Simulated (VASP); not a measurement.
Runs of VASP 6.6.1 on RbPd. All rows change the cell; the cell of one of them follows. Symmetry: Fm-3m, No. 225, cubic system. Conventional cell: a = 6.632 Å, b = 6.632 Å, c = 6.632 Å, α = 90.00°, β = 90.00°, γ = 90.00°. Rb (site symmetry m-3m) is surrounded by 6 Pd at 3.32 Å. Around Pd (site symmetry m-3m) lie 6 Rb at 3.32 Å. The cell was built by a generator and needn't be a form met in nature.

```tsv
task	cell	k mesh	cutoff (eV)	gap on the mesh (eV)	pressure (GPa)	relaxed volume (Å³/atom)
single point	random cell by space group and Wyckoff sites (Fm-3m, No. 225)	6 × 6 × 6	520	none	0.4	-
relaxation of cell and atoms	relaxed from: random cell by space group and Wyckoff sites (Fm-3m, No. 225)	6 × 6 × 6	600	none	0.0	37.67
relaxation of cell and atoms	relaxed from: random cell by space group and Wyckoff sites (Fm-3m, No. 225)	14 × 14 × 14	600	none	0.0	(a)
single point	random cell by space group and Wyckoff sites (Fm-3m, No. 225)	14 × 14 × 14	520	none	0.0	-
```

Alike in all rows: level PBE; potentials or basis VASP PAW PBE potentials, release 64 (Rb_sv, Pd); no spin polarisation; smearing gaussian 0.1 eV.

Question: Fill in the values left out.

Answer: (a) 37.40.

Caveats: the volume moved by over 15 % at a fixed basis, so the end points are rough (some runs).

A k mesh can miss the band edges, and the runs leave out spin-orbit coupling on Pd, Rb.

A gap of «none» marks a metal or a gap under the smearing width.
